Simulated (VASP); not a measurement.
**Sc7VN8: band structure with PBEsol**

Sc7VN8:

```xyz
16
Lattice="-4.4094 4.4094 0.0000 -4.4094 0.0000 4.4094 0.0000 4.4094 4.4094" Properties=species:S:1:pos:R:3 pbc="T T T"
Sc   -4.4094    8.8188    4.4094
Sc   -6.6141    6.6141    8.8188
Sc   -2.2047    4.4094    6.6141
Sc   -4.4094    2.2047    6.6141
Sc   -4.4094    6.6141    6.6141
Sc   -2.2047    4.4094    2.2047
Sc   -2.2047    2.2047    4.4094
V    -4.4094    4.4094    4.4094
N    -6.6141    6.6141    6.6141
N    -4.4094    4.4094    6.5444
N    -4.4094    6.5444    4.4094
N    -6.5444    4.4094    4.4094
N    -2.2744    4.4094    4.4094
N    -4.4094    2.2744    4.4094
N    -4.4094    4.4094    2.2744
N    -2.2047    2.2047    2.2047
```

The cell was built by a generator and needn't be a form met in nature.

```json
{
 "Program": "VASP 6.6.1",
 "Task": "band structure",
 "Functional": "PBEsol",
 "Potentials or basis": "VASP PAW PBE potentials, release 64 (Sc_sv, V_sv, N)",
 "Cutoff": "520 eV",
 "k mesh": "8 × 8 × 8",
 "Occupations": "methfessel-paxton, width 0.1 eV",
 "Spin": "no spin polarisation",
 "Further INCAR settings": "ALGO = Normal; EDIFF = 1e-07; NBANDS = 79"
}
```

```json
{
  "Pressure": "0.2 GPa",
  "Band gap along the path": "none (metal or under the smearing width)"
}
```

Forces in eV/Å, atoms in the order of the input:
```
Sc   0.000  0.000  0.000
Sc   0.000  0.000  0.000
Sc   0.000  0.000  0.000
Sc   0.000  0.000  0.000
Sc   0.000  0.000  0.000
Sc   0.000  0.000  0.000
Sc   0.000  0.000  0.000
V    0.000  0.000  0.000
N    0.000  0.000  0.000
N    0.000  0.000 -0.002
N    0.000 -0.002  0.000
N    0.002  0.000  0.000
N   -0.002  0.000  0.000
N    0.000  0.002  0.000
N    0.000  0.000  0.002
N    0.000  0.000  0.000
```

Levels at points of the mesh, in eV from the Fermi level:
```tsv
k point	band 63	band 64	band 65	band 66	band 67	band 68
(0.00, 0.00, 0.00)	-1.38	-1.38	-0.82	-0.82	-0.82	0.83
(0.50, 0.00, 0.00)	-2.54	-2.54	0.12	0.32	0.32	1.46
(0.50, 0.50, 0.00)	-1.73	-1.73	-0.78	0.22	0.75	0.75
```

Core levels (eV, on the scale of the bands):
| atom | levels |
| --- | --- |
| 1 Sc | 1s -4383.8, 2s -461.4, 2p -375.3 |
| 2 Sc | 1s -4383.1, 2s -460.7, 2p -374.6 |
| 3 Sc | 1s -4383.1, 2s -460.7, 2p -374.6 |
| 4 Sc | 1s -4383.1, 2s -460.7, 2p -374.6 |
| 5 Sc | 1s -4383.1, 2s -460.7, 2p -374.6 |
| 6 Sc | 1s -4383.1, 2s -460.7, 2p -374.6 |

Run time: 2.2 min on 4 MPI ranks on Intel(R) Xeon(R) 6975P-C (Granite Rapids), on a shared host, peak memory 0.65 GiB a rank.

Caveat: the PAW data sets were made with another functional, which shifts forces and pressure a little; the run has no spin polarisation, though such a crystal can be magnetic.
